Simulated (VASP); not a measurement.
Consider the following.

```yaml
crystal:
  lattice:
    - [4.32979, 0.00000, 0.00000]
    - [-2.16489, 3.74971, 0.00000]
    - [0.00000, 0.00000, 5.04750]
  atoms:
    - { symbol: Ba, position: [0.33333, 0.66667, 0.00078] }
    - { symbol: Ga, position: [0.00000, 0.00000, 0.54410] }
    - { symbol: Ge, position: [0.66667, 0.33333, 0.44898] }
    - { symbol: H, position: [0.00000, 0.00000, 0.88603] }
```

Calculation: PBEsol GGA, VASP's PBE PAW potentials (set 64) (plane waves; VASP). Settings: 400 eV cut-off, 7×7×5 Γ-centred mesh, tetrahedra with Blöchl corrections, potentials Ba_sv Ga_d Ge_d H.

The job: BaGaGeH (space group P3m1), 4 atoms, PBEsol, static run, 400 eV, 7×7×5 Γ-centred mesh. Roughly how much core time does it take on a busy server core?

About 50 core-seconds (one run on a shared machine, a rough figure). It had 32 irreducible k-points, 23 bands, up to 1507 plane waves and 15 electronic steps.

The structure comes from a computed database's BaGaGeH entry (P3m1); how it stands against other phases isn't given here. It was relaxed first, which changed the volume by -6 %.
